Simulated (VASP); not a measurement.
Input of a VASP 6.6.1 run:

The input INCAR:

```
SYSTEM = NiO
ALGO = Normal
AMIX = 0.2
AMIX_MAG = 0.8
BMIX = 1E-4
BMIX_MAG = 1E-4
EDIFF = 1E-6
ENCUT = 520
ISIF = 2
ISMEAR = 0
ISPIN = 2
LASPH = .TRUE.
LCHARG = .FALSE.
LDAU = .TRUE.
LDAUJ = 0 0
LDAUL = 2 -1
LDAUPRINT = 1
LDAUTYPE = 2
LDAUU = 6.2 0
LMAXMIX = 4
LMIXTAU = .TRUE.
LORBIT = 11
LREAL = .FALSE.
LWAVE = .FALSE.
MAGMOM = 2 0
METAGGA = R2SCAN
NBANDS = 19
NELM = 150
PREC = Accurate
SIGMA = 0.03
```

KPOINTS

```
k-points
0
G
  12 12 12
  0 0 0
```

Contents of POSCAR:

```
NiO                                     
1.0
    0.0000000000      2.0978138330      2.0978138330
    2.0978138330      0.0000000000      2.0978138330
    2.0978138330      2.0978138330      0.0000000000
  Ni              O             
     1     1
Direct
     0.0000000000000000    0.0000000000000000    0.0000000000000000
     0.5000000000000000    0.5000000000000000    0.5000000000000000
```

Contents of KPOINTS_OPT:

```
explicit points
159
Reciprocal
 0.0000000000  0.0000000000  0.0000000000 1
 0.0357142857  0.0000000000  0.0357142857 1
 0.0714285714  0.0000000000  0.0714285714 1
 0.1071428571  0.0000000000  0.1071428571 1
 0.1428571429  0.0000000000  0.1428571429 1
 0.1785714286  0.0000000000  0.1785714286 1
[... 151 lines left out ...]
 0.4250000000  0.0000000000  0.4250000000 1
 0.4500000000  0.0000000000  0.4500000000 1
```

Potentials or basis: VASP PAW PBE potentials, release 64 (Ni, O).

Run with:

```sh
$ cat potpaw_PBE.64/Ni/POTCAR potpaw_PBE.64/O/POTCAR > POTCAR
$ mpirun -np 1 vasp_std > vasp.out
```

Task: What does it give for the band gap on the k mesh?

Result: 3.32 eV, indirect (least direct gap 4.24 eV).

Task: What does it give for the pressure?

Result: -5.0 GPa.

Eigenvalues of the final occupation matrices:
```tsv
site	spin	trace	eigenvalues
site 1 d	1	5.03	0.99 0.99 0.99 1.04 1.04
site 1 d	2	3.17	0.11 0.11 0.98 0.98 0.98
```

Caveat: the PAW data sets were made with another functional, which shifts forces and pressure a little; a cell with one magnetic atom can't hold antiferromagnetic order, which such compounds often take. The state reached can hang on the start; a lower one may exist.
